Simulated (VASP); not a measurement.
These are LDA (Ceperley-Alder, Perdew-Zunger), VASP's LDA PAW potentials (set 64) (plane waves; VASP) values and carry that method's errors.

VASP ran on this input.

**INCAR**
```
SYSTEM  =  ScAl3
PREC  =  Accurate; ENCUT  =  300; LREAL  =  .FALSE.
LASPH  =  .TRUE.
EDIFF  =  1E-8; NELM  =  100; ALGO  =  Normal
LMAXMIX  =  4
ISMEAR  =  0; SIGMA  =  0.1
IBRION  =  8; NSW  =  1; ISIF  =  2
LWAVE  =  .FALSE.; LCHARG  =  .FALSE.
LEPSILON  =  .FALSE.
```

**KPOINTS**
```
Automatic mesh
0
Gamma
11 11 11
0 0 0
```

**POSCAR**
```
ScAl3
4.087810
  1.0000000000   0.0000000000   0.0000000000
  0.0000000000   1.0000000000   0.0000000000
  0.0000000000   0.0000000000   1.0000000000
Sc Al
1 3
Cartesian
  0.0000000000   0.0000000000   0.0000000000
  0.5000000000   0.0000000000   0.5000000000
  0.0000000000   0.5000000000   0.5000000000
  0.5000000000   0.5000000000   0.0000000000
```

POTCAR, in this order: Sc_sv Al (LDA.64 set). Program: vasp_std.

**Question.** What will the output report for the number of irreducible k-points (NKPTS), largest plane-wave count, number of space-group operations, FFT grid (NGX, NGY, NGZ)?

**Answer.** 
| Quantity | Value |
|---|---|
| number of irreducible k-points (NKPTS) | 56 |
| largest plane-wave count | 816 |
| number of space-group operations | 48 |
| FFT grid (NGX, NGY, NGZ) | 24 × 24 × 24 |

The structure comes from a computed database's ScAl3 entry (Pm-3m); how it stands against other phases isn't given here. The cell was not relaxed at this level. The run is one of a series of settings (EDIFF = 1E-8, GGA removed, IBRION = 8, LEPSILON = .FALSE., NSW = 1, POTCAR Sc_sv Al (LDA.64 set) against the base run), some of them coarse on purpose.
